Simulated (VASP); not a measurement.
Consider the following.

```
C
1.0
    2.46803     0.00000     0.00000
   -1.23402     2.13738     0.00000
    0.00000     0.00000    19.99829
C
2
Direct
  0.66667   0.33333   0.00000
  0.33333   0.66667   0.00000
```

These are HSE06 screened hybrid, VASP's PBE PAW potentials (set 64) (plane waves; VASP 6.6.1) values and carry that method's errors. Run with 500 eV cut-off, 10×10×1 Γ-centred mesh, Gaussian smearing of 0.050 eV, potentials C.

The cell holds a wide vacuum, so values per volume refer to the whole cell.

Give the energies of bands 3 to 7 at the high-symmetry points, in eV from the Fermi level.

| band | Γ | M | K | A | L | H |
|---|---|---|---|---|---|---|
| 3 | -4.03 | -7.68 | -12.11 | -4.03 | -7.68 | -12.11 |
| 4 | -4.03 | -2.90 | 0.00 | -4.03 | -2.90 | 0.00 |
| 5 | 3.58 | 2.08 | 0.00 | 3.58 | 2.08 | 0.00 |
| 6 | 4.35 | 8.12 | 11.11 | 4.25 | 8.12 | 11.11 |
| 7 | 4.54 | 11.52 | 13.61 | 4.79 | 11.52 | 13.61 |

It has no gap at this level: it comes out as a metal or semimetal.

The cell is a sheet with vacuum, built from a database entry that may be metastable or hypothetical. The cell's shape comes from a PBE relaxation.
